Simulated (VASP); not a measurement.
Output of a VASP run:

File OSZICAR:
```
       N       E                     dE             d eps       ncg     rms          rms(c)
DAV:   1     0.325781952430E+02    0.32578E+02   -0.48074E+03   522   0.912E+02
DAV:   2    -0.569534932455E+00   -0.33148E+02   -0.32661E+02   602   0.161E+02
DAV:   3    -0.175385343033E+01   -0.11843E+01   -0.11813E+01   711   0.256E+01
DAV:   4    -0.182071093059E+01   -0.66858E-01   -0.66830E-01   757   0.463E+00
DAV:   5    -0.182190796259E+01   -0.11970E-02   -0.11969E-02   770   0.504E-01    0.131E+01
DAV:   6    -0.181537114171E+01    0.65368E-02   -0.56047E-03   818   0.962E-01    0.750E+00
DAV:   7    -0.181136966199E+01    0.40015E-02   -0.11040E-02   870   0.126E+00    0.204E-01
DAV:   8    -0.181136688357E+01    0.27784E-05   -0.30835E-04   617   0.144E-01    0.487E-02
DAV:   9    -0.181138153784E+01   -0.14654E-04   -0.45555E-05   793   0.448E-02    0.278E-02
DAV:  10    -0.181138384467E+01   -0.23068E-05   -0.66961E-06   620   0.235E-02    0.843E-03
DAV:  11    -0.181138343313E+01    0.41154E-06   -0.47478E-07   694   0.595E-03    0.148E-03
DAV:  12    -0.181138331311E+01    0.12002E-06   -0.40017E-08   335   0.118E-03    0.134E-03
DAV:  13    -0.181138330516E+01    0.79527E-08   -0.20592E-08   309   0.995E-04
   1 F= -.12424536E+01 E0= -.12424419E+01  d E =-.124245E+01
```

File OUTCAR:
```
------------------------ aborting loop because EDIFF is reached ----------------------------------------
  FORCE on cell =-STRESS in cart. coord.  units (eV):
  Direction    XX          YY          ZZ          XY          YZ          ZX
  --------------------------------------------------------------------------------------
  Total        0.5681896      0.5681896      0.5681896      0.0000000     -0.0000000     -0.0000000
  in kB       19.9739824     19.9739824     19.9739824      0.0000000     -0.0000000     -0.0000000
  external PRESSURE =      -0.0260176 kB  Pullay stress =      20.0000000 kB
  volume of cell :       45.58
      direct lattice vectors                 reciprocal lattice vectors
     0.000000000  2.835108820  2.835108820    -0.176360074  0.176360074  0.176360074
     2.835108820  0.000000000  2.835108820     0.176360074 -0.176360074  0.176360074
     2.835108820  2.835108820  0.000000000     0.176360074  0.176360074 -0.176360074
 POSITION                                       TOTAL-FORCE (eV/Angst)
 -----------------------------------------------------------------------------------
      0.00000      0.00000      0.00000        -0.000000     -0.000000      0.000000
 -----------------------------------------------------------------------------------
    total drift:                               -0.000000     -0.000000     -0.000000
  FREE ENERGIE OF THE ION-ELECTRON SYSTEM (eV)
  ---------------------------------------------------
  free  energy   TOTEN  =        -1.8113833052 eV

  energy  without entropy=       -1.8113598890  energy(sigma->0) =       -1.81137160
  enthalpy is  TOTEN    =        -1.2424536020 eV   P V=        0.5689297031

 reached required accuracy - stopping structural energy minimisation
```
(Selected blocks of OUTCAR.)

File POSCAR:
```
Sr
1
    0.0000000000     2.8351088204     2.8351088204
    2.8351088204    -0.0000000000     2.8351088204
    2.8351088204     2.8351088204     0.0000000000
Sr
1
Direct
  0.0000000000   0.0000000000   0.0000000000
```

Q: Write an INCAR and KPOINTS that could have produced this output.

A: This is not unique; one that fits is the input of the run itself, PBEsol GGA, plane waves, VASP's PBE PAW potentials (set 64).

KPOINTS:
```
Regular mesh
0
G
8 8 8
0 0 0
```

**INCAR**
```
SYSTEM=Sr
PREC=Accurate; ENCUT=480; LREAL=F
LASPH=T
EDIFF=1E-7; NELM=100; ALGO=Normal
LMAXMIX=4
ISMEAR=0; SIGMA=0.05
GGA=PS
IBRION=2; NSW=40; ISIF=3
EDIFFG=-0.01; PSTRESS=20
LWAVE=F; LCHARG=F
```

POTCAR, in this order: Sr_sv (PBE.64 set). Program: vasp_std.

The compound is Sr in the fcc structure. It was relaxed first under an external pressure of 2 GPa.
